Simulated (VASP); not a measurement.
Here is the system:

```yaml
crystal:
  lattice:
    - [4.37093, 0.00000, 0.00000]
    - [0.00000, 4.37093, 0.00000]
    - [0.00000, 0.00000, 4.37093]
  atoms:
    - { symbol: Fe, position: [0.86281, 0.63719, 0.36281] }
    - { symbol: Fe, position: [0.36281, 0.86281, 0.63719] }
    - { symbol: Fe, position: [0.13719, 0.13719, 0.13719] }
    - { symbol: Fe, position: [0.63719, 0.36281, 0.86281] }
    - { symbol: Si, position: [0.15908, 0.34092, 0.65908] }
    - { symbol: Si, position: [0.65908, 0.15908, 0.34092] }
    - { symbol: Si, position: [0.84092, 0.84092, 0.84092] }
    - { symbol: Si, position: [0.34092, 0.65908, 0.15908] }
```

Level of theory: LDA (Ceperley-Alder, Perdew-Zunger), VASP's LDA PAW potentials (set 64) (plane waves; VASP 6.6.1). Settings: 400 eV cut-off, Gaussian smearing of 0.050 eV, potentials Fe Si.

**Question.** Give the energies of bands 15 to 28 at the high-symmetry points, in eV from the valence-band maximum.

**Answer.** 
```json
[
 {"band": "15", "Γ": "-2.61", "X": "-2.55", "M": "-1.81", "R": "-2.66", "X1": "-2.55"},
 {"band": "16", "Γ": "-2.61", "X": "-2.55", "M": "-1.81", "R": "-2.66", "X1": "-2.55"},
 {"band": "17", "Γ": "-1.99", "X": "-1.92", "M": "-1.41", "R": "-0.80", "X1": "-1.92"},
 {"band": "18", "Γ": "-1.99", "X": "-1.92", "M": "-1.41", "R": "-0.80", "X1": "-1.92"},
 {"band": "19", "Γ": "-1.99", "X": "-1.33", "M": "-1.38", "R": "-0.80", "X1": "-1.33"},
 {"band": "20", "Γ": "-0.29", "X": "-1.33", "M": "-1.38", "R": "-0.80", "X1": "-1.33"},
 {"band": "21", "Γ": "-0.29", "X": "-0.40", "M": "-1.08", "R": "-0.70", "X1": "-0.40"},
 {"band": "22", "Γ": "-0.29", "X": "-0.40", "M": "-1.08", "R": "-0.70", "X1": "-0.40"},
 {"band": "23", "Γ": "-0.04", "X": "-0.01", "M": "-0.38", "R": "-0.70", "X1": "-0.01"},
 {"band": "24", "Γ": "-0.04", "X": "-0.01", "M": "-0.38", "R": "-0.70", "X1": "-0.01"},
 {"band": "25", "Γ": "0.70", "X": "0.18", "M": "0.67", "R": "0.49", "X1": "0.18"},
 {"band": "26", "Γ": "0.70", "X": "0.18", "M": "0.67", "R": "0.49", "X1": "0.18"},
 {"band": "27", "Γ": "0.70", "X": "1.83", "M": "1.38", "R": "0.49", "X1": "1.83"},
 {"band": "28", "Γ": "3.31", "X": "1.83", "M": "1.38", "R": "0.49", "X1": "1.83"}
]
```

The gap is indirect, 0.12 eV, from the valence maximum at Γ-R at 0.27 to the conduction minimum at M-Γ at 0.45.

Measured: gap 0.05 eV (computed value off by +0.07 eV), as given by Jan M Tomczak, Journal of Physics Condensed Matter (2018), arXiv:1802.07220.

The compound is FeSi in the B20 structure. It was relaxed first, which changed the volume by -8 %. The run is not spin-polarised, so no magnetic state was tried.
